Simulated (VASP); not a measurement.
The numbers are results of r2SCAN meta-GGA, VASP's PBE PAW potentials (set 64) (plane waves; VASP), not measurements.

The input files of a VASP run:

INCAR:
```
SYSTEM = NaF
PREC = Accurate
ENCUT = 520
EDIFF = 1E-6
NELM = 100
ALGO = Normal
LREAL = .FALSE.
LASPH = .TRUE.
ISMEAR = 0
SIGMA = 0.05
METAGGA = R2SCAN
LMIXTAU = .TRUE.
LWAVE = .FALSE.
LCHARG = .FALSE.
IBRION = 2
ISIF = 3
NSW = 60
EDIFFG = -0.01
```

File KPOINTS:
```
K-points
0
Gamma
9 9 9
```

### POSCAR
```
NaF
1.0
  0.0000000000   2.3150000000   2.3150000000
  2.3150000000   0.0000000000   2.3150000000
  2.3150000000   2.3150000000   0.0000000000
Na F
1 1
Cartesian
  0.0000000000   0.0000000000   0.0000000000
  2.3150000000   2.3150000000   2.3150000000
```

POTCAR, in this order: Na_pv F (PBE.64 set). Program: vasp_std.

The run wrote:

### OSZICAR
```
       N       E                     dE             d eps       ncg     rms          rms(c)
DAV:   1     0.105602743193E+03    0.10560E+03   -0.84625E+03   778   0.155E+03
DAV:   2    -0.980760450069E+01   -0.11541E+03   -0.10708E+03   815   0.374E+02
DAV:   3    -0.160450263941E+02   -0.62374E+01   -0.62127E+01   896   0.909E+01
DAV:   4    -0.161117791656E+02   -0.66753E-01   -0.66738E-01   850   0.971E+00
DAV:   5    -0.161125210196E+02   -0.74185E-03   -0.74184E-03   887   0.106E+00    0.480E+00
DAV:   6    -0.127123372366E+02    0.34002E+01   -0.15791E+00   992   0.177E+01    0.157E+00
DAV:   7    -0.125816323376E+02    0.13070E+00   -0.94973E-01   770   0.135E+01    0.164E+00
DAV:   8    -0.130682228239E+02   -0.48659E+00   -0.39075E-01   770   0.966E+00    0.601E-01
DAV:   9    -0.122933338683E+02    0.77489E+00   -0.18875E-01   770   0.496E+00    0.902E-01
DAV:  10    -0.126379682106E+02   -0.34463E+00   -0.28755E-01   770   0.627E+00    0.312E-01
DAV:  11    -0.126280126846E+02    0.99555E-02   -0.64278E-03   899   0.932E-01    0.333E-01
DAV:  12    -0.125954310483E+02    0.32582E-01   -0.88213E-03   770   0.168E+00    0.107E-01
DAV:  13    -0.125967875081E+02   -0.13565E-02   -0.11028E-03   863   0.428E-01    0.343E-02
DAV:  14    -0.125986081072E+02   -0.18206E-02   -0.44751E-04   770   0.339E-01    0.341E-02
DAV:  15    -0.125985428034E+02    0.65304E-04   -0.23275E-04   794   0.192E-01    0.854E-03
DAV:  16    -0.125986462999E+02   -0.10350E-03   -0.87752E-05   779   0.136E-01    0.163E-02
DAV:  17    -0.125986417392E+02    0.45607E-05   -0.24387E-05   857   0.624E-02    0.235E-03
DAV:  18    -0.125986393436E+02    0.23956E-05   -0.46225E-06   773   0.302E-02    0.380E-03
DAV:  19    -0.125986368865E+02    0.24571E-05   -0.23852E-06   788   0.257E-02    0.636E-04
DAV:  20    -0.125986357766E+02    0.11098E-05   -0.13764E-07   448   0.536E-03    0.393E-04
DAV:  21    -0.125986360526E+02   -0.27595E-06   -0.12132E-08   415   0.149E-03
   1 F= -.12598636E+02 E0= -.12598636E+02  d E =-.125986E+02
       N       E                     dE             d eps       ncg     rms          rms(c)
DAV:   1    -0.126556947950E+02   -0.57059E-01   -0.10675E+00   896   0.178E+01    0.177E+00
DAV:   2    -0.126070469051E+02    0.48648E-01   -0.16398E-01   776   0.448E+00    0.508E-01
DAV:   3    -0.126039042669E+02    0.31426E-02   -0.69789E-03   788   0.179E+00    0.245E-01
DAV:   4    -0.126000375445E+02    0.38667E-02   -0.23994E-03   770   0.142E+00    0.438E-02
DAV:   5    -0.126031046973E+02   -0.30672E-02   -0.12446E-03   770   0.541E-01    0.905E-03
DAV:   6    -0.126034450818E+02   -0.34038E-03   -0.10510E-04   770   0.181E-01    0.608E-03
DAV:   7    -0.126034674939E+02   -0.22412E-04   -0.20485E-05   782   0.758E-02    0.431E-03
DAV:   8    -0.126034707884E+02   -0.32945E-05   -0.18820E-05   770   0.575E-02    0.203E-03
DAV:   9    -0.126034858539E+02   -0.15066E-04   -0.53783E-06   770   0.344E-02    0.718E-04
DAV:  10    -0.126034883738E+02   -0.25198E-05   -0.59758E-07   812   0.139E-02    0.242E-04
DAV:  11    -0.126034888277E+02   -0.45396E-06   -0.29395E-08   403   0.273E-03
   2 F= -.12603489E+02 E0= -.12603489E+02  d E =-.485278E-02
       N       E                     dE             d eps       ncg     rms          rms(c)
DAV:   1    -0.126165845346E+02   -0.13096E-01   -0.24489E-01   896   0.858E+00    0.847E-01
DAV:   2    -0.126056464510E+02    0.10938E-01   -0.37186E-02   773   0.212E+00    0.243E-01
DAV:   3    -0.126048871793E+02    0.75927E-03   -0.15421E-03   788   0.857E-01    0.117E-01
DAV:   4    -0.126040366005E+02    0.85058E-03   -0.53937E-04   770   0.675E-01    0.203E-02
DAV:   5    -0.126046993023E+02   -0.66270E-03   -0.27867E-04   770   0.258E-01    0.395E-03
DAV:   6    -0.126047681143E+02   -0.68812E-04   -0.21804E-05   770   0.824E-02    0.262E-03
DAV:   7    -0.126047792647E+02   -0.11150E-04   -0.42195E-06   776   0.346E-02    0.187E-03
DAV:   8    -0.126047807553E+02   -0.14906E-05   -0.29574E-06   776   0.230E-02    0.756E-04
DAV:   9    -0.126047861769E+02   -0.54217E-05   -0.74448E-07   770   0.135E-02    0.366E-04
DAV:  10    -0.126047867753E+02   -0.59839E-06   -0.14083E-07   776   0.689E-03
   3 F= -.12604787E+02 E0= -.12604787E+02  d E =-.615072E-02
       N       E                     dE             d eps       ncg     rms          rms(c)
DAV:   1    -0.126529316695E+02   -0.48145E-01   -0.98342E-01   893   0.172E+01    0.170E+00
DAV:   2    -0.126086200142E+02    0.44312E-01   -0.14846E-01   779   0.425E+00    0.490E-01
DAV:   3    -0.126052972582E+02    0.33228E-02   -0.62672E-03   788   0.169E+00    0.235E-01
DAV:   4    -0.126020440476E+02    0.32532E-02   -0.20558E-03   770   0.132E+00    0.385E-02
DAV:   5    -0.126044998606E+02   -0.24558E-02   -0.10352E-03   770   0.497E-01    0.829E-03
DAV:   6    -0.126047616169E+02   -0.26176E-03   -0.86124E-05   770   0.166E-01    0.532E-03
DAV:   7    -0.126047858476E+02   -0.24231E-04   -0.15540E-05   782   0.655E-02    0.378E-03
DAV:   8    -0.126047905417E+02   -0.46942E-05   -0.11103E-05   770   0.444E-02    0.155E-03
DAV:   9    -0.126048028197E+02   -0.12278E-04   -0.30740E-06   770   0.275E-02    0.698E-04
DAV:  10    -0.126048049214E+02   -0.21017E-05   -0.51453E-07   788   0.131E-02    0.275E-04
DAV:  11    -0.126048052832E+02   -0.36186E-06   -0.20459E-08   385   0.239E-03
   4 F= -.12604805E+02 E0= -.12604805E+02  d E =-.616923E-02
       N       E                     dE             d eps       ncg     rms          rms(c)
DAV:   1    -0.126231535560E+02   -0.18349E-01   -0.36669E-01   893   0.106E+01    0.103E+00
DAV:   2    -0.126065863028E+02    0.16567E-01   -0.54690E-02   773   0.256E+00    0.294E-01
DAV:   3    -0.126054997103E+02    0.10866E-02   -0.21657E-03   785   0.106E+00    0.141E-01
DAV:   4    -0.126043302563E+02    0.11695E-02   -0.82747E-04   770   0.843E-01    0.240E-02
DAV:   5    -0.126051520201E+02   -0.82176E-03   -0.43181E-04   770   0.329E-01    0.437E-03
DAV:   6    -0.126052529920E+02   -0.10097E-03   -0.27332E-05   770   0.929E-02    0.284E-03
DAV:   7    -0.126052388895E+02    0.14103E-04   -0.59478E-06   776   0.420E-02    0.195E-03
DAV:   8    -0.126052416348E+02   -0.27453E-05   -0.23230E-06   782   0.206E-02    0.849E-04
DAV:   9    -0.126052345141E+02    0.71207E-05   -0.46482E-07   770   0.122E-02    0.590E-04
DAV:  10    -0.126052352387E+02   -0.72458E-06   -0.27546E-07   776   0.971E-03
   5 F= -.12605235E+02 E0= -.12605235E+02  d E =-.659919E-02
```

**OUTCAR**
```
------------------------ aborting loop because EDIFF is reached ----------------------------------------
  FORCE on cell =-STRESS in cart. coord.  units (eV):
  Direction    XX          YY          ZZ          XY          YZ          ZX
  --------------------------------------------------------------------------------------
  Total       -0.0028336     -0.0028336     -0.0028336      0.0000000      0.0000000      0.0000000
  in kB       -0.1900293     -0.1900293     -0.1900293      0.0000000      0.0000000      0.0000000
  external PRESSURE =      -0.1900293 kB  Pullay stress =       0.0000000 kB
  volume of cell :       23.89
      direct lattice vectors                 reciprocal lattice vectors
     0.000000000  2.285940060  2.285940060    -0.218728395  0.218728395  0.218728395
     2.285940060  0.000000000  2.285940060     0.218728395 -0.218728395  0.218728395
     2.285940060  2.285940060  0.000000000     0.218728395  0.218728395 -0.218728395
  FREE ENERGIE OF THE ION-ELECTRON SYSTEM (eV)
  ---------------------------------------------------
  free  energy   TOTEN  =       -12.6052352387 eV

  energy  without entropy=      -12.6052352387  energy(sigma->0) =      -12.60523524

 reached required accuracy - stopping structural energy minimisation
```
(Selected blocks of OUTCAR.)

File CONTCAR:
```
NaF
   1.00000000000000
     0.0000000000000000    2.2859400601449336    2.2859400601449336
     2.2859400601449336    0.0000000000000000    2.2859400601449336
     2.2859400601449336    2.2859400601449336    0.0000000000000000
  Na              F
     1     1
Direct
     0.0000000000000000    0.0000000000000000    0.0000000000000000
     0.5000000000000000    0.5000000000000000    0.5000000000000000
```

**OUTCAR**
```
 val. band max:       -2.5497264735   @ k =   0.0000   0.0000   0.0000

 cond. band min:       4.8583863270   @ k =   0.0000   0.0000   0.0000


 Fermi energy:        -2.3443867236

 k-point     1 :       0.0000    0.0000    0.0000
  band No.  band energies     occupation
      1     -22.9148      2.00000
      2     -21.9275      2.00000
      3     -21.9271      2.00000
      4     -21.9271      2.00000
      5      -2.5498      2.00000
      6      -2.5497      2.00000
      7      -2.5497      2.00000
      8       4.8584      0.00000
      9      17.5288      0.00000
     10      17.5288      0.00000
     11      17.5288      0.00000

 k-point     2 :       0.1111    0.0000    0.0000
  band No.  band energies     occupation
      1     -22.9778      2.00000
      2     -21.9289      2.00000
      3     -21.9285      2.00000
      4     -21.8475      2.00000
      5      -2.7889      2.00000
      6      -2.5841      2.00000
      7      -2.5841      2.00000
      8       5.3035      0.00000
      9      15.9886      0.00000
     10      17.7575      0.00000
     11      17.7575      0.00000

 k-point     3 :       0.2222    0.0000    0.0000
  band No.  band energies     occupation
      1     -23.1060      2.00000
      2     -21.9325      2.00000
      3     -21.9321      2.00000
      4     -21.6757      2.00000
      5      -3.3218      2.00000
      6      -2.6700      2.00000
      7      -2.6700      2.00000
      8       6.4281      0.00000
      9      14.0908      0.00000
     10      18.3453      0.00000
     11      18.3455      0.00000

 k-point     4 :       0.3333    0.0000    0.0000
  band No.  band energies     occupation
      1     -23.2215      2.00000
      2     -21.9365      2.00000
      3     -21.9362      2.00000
      4     -21.5098      2.00000
      5      -3.8426      2.00000
      6      -2.7660      2.00000
      7      -2.7659      2.00000
      8       7.8372      0.00000
      9      12.5802      0.00000
...
```

Energy and stress use the plane-wave basis of the starting cell.

The compound is NaF in the rock salt structure. This run relaxes it. Symmetry was kept, so distortions that lower it aren't found.
